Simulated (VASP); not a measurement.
The system is LiLuSe2.

```
CELL_PARAMETERS angstrom
0.00000 5.62390 5.62390
5.62390 0.00000 5.62390
5.62390 5.62390 0.00000
ATOMIC_POSITIONS crystal
Li 0.12500 0.12500 0.12500
Li 0.62500 0.12500 0.12500
Li 0.12500 0.12500 0.62500
Li 0.12500 0.62500 0.12500
Lu 0.62500 0.62500 0.62500
Lu 0.12500 0.62500 0.62500
Lu 0.62500 0.62500 0.12500
Lu 0.62500 0.12500 0.62500
Se 0.37812 0.37812 0.37812
Se 0.38436 0.87188 0.87188
Se 0.37812 0.37812 0.86564
Se 0.87188 0.38436 0.87188
Se 0.86564 0.37812 0.37812
Se 0.87188 0.87188 0.87188
Se 0.37812 0.86564 0.37812
Se 0.87188 0.87188 0.38436
```

The cell was built by a generator and needn't be a form met in nature.

| Item | Value |
| --- | --- |
| Program | VASP 6.6.1 |
| Task | relaxation of cell and atoms |
| Functional | LDA |
| Potentials or basis | VASP PAW PBE potentials, release 64 (Li_sv, Lu, Se) |
| Cutoff | 600 eV |
| k mesh | 4 × 4 × 4 |
| Occupations | gaussian, width 0.03 eV |
| Spin | no spin polarisation |

At the start: pressure -2.6 GPa; volume 22.23 Å³/atom.

Where does the relaxation end?

Over 6 steps the energy falls by 17.6 meV/atom and the volume is 20.67 Å³/atom (-7.1 %); space group Fd-3m (No. 227, to 0.05 Å).

Step by step:
| step | energy change (eV) | largest force (eV/Å) | pressure (GPa) | volume (Å³) |
| --- | --- | --- | --- | --- |
| 1 | 0.0000 | 0.2068 | -2.60 | 355.75 |
| 2 | -0.1544 | 0.4933 | 0.52 | 337.47 |
| 3 | -0.1547 | 0.4782 | 0.29 | 338.36 |
| 4 | -0.2304 | 0.3087 | 0.11 | 335.53 |
| 5 | -0.2816 | 0.0311 | 0.05 | 330.07 |
| 6 | -0.2824 | 0.0067 | 0.06 | 330.65 |

Final structure:
```yaml
crystal:
  lattice:
    - [0.00000, 5.48841, 5.48841]
    - [5.48841, 0.00000, 5.48841]
    - [5.48841, 5.48841, 0.00000]
  atoms:
    - { symbol: Li, position: [0.12500, 0.12500, 0.12500] }
    - { symbol: Li, position: [0.62500, 0.12500, 0.12500] }
    - { symbol: Li, position: [0.12500, 0.12500, 0.62500] }
    - { symbol: Li, position: [0.12500, 0.62500, 0.12500] }
    - { symbol: Lu, position: [0.62500, 0.62500, 0.62500] }
    - { symbol: Lu, position: [0.12500, 0.62500, 0.62500] }
    - { symbol: Lu, position: [0.62500, 0.62500, 0.12500] }
    - { symbol: Lu, position: [0.62500, 0.12500, 0.62500] }
    - { symbol: Se, position: [0.37399, 0.37399, 0.37399] }
    - { symbol: Se, position: [0.37197, 0.87601, 0.87601] }
    - { symbol: Se, position: [0.37399, 0.37399, 0.87803] }
    - { symbol: Se, position: [0.87601, 0.37197, 0.87601] }
    - { symbol: Se, position: [0.87803, 0.37399, 0.37399] }
    - { symbol: Se, position: [0.87601, 0.87601, 0.87601] }
    - { symbol: Se, position: [0.37399, 0.87803, 0.37399] }
    - { symbol: Se, position: [0.87601, 0.87601, 0.37197] }
```

Caveat: the cutoff is under 1.25 times the usual one of these potentials, so pressure, stress and relaxed cells hold a basis-set (Pulay) error; the PAW data sets were made with another functional, which shifts forces and pressure a little.
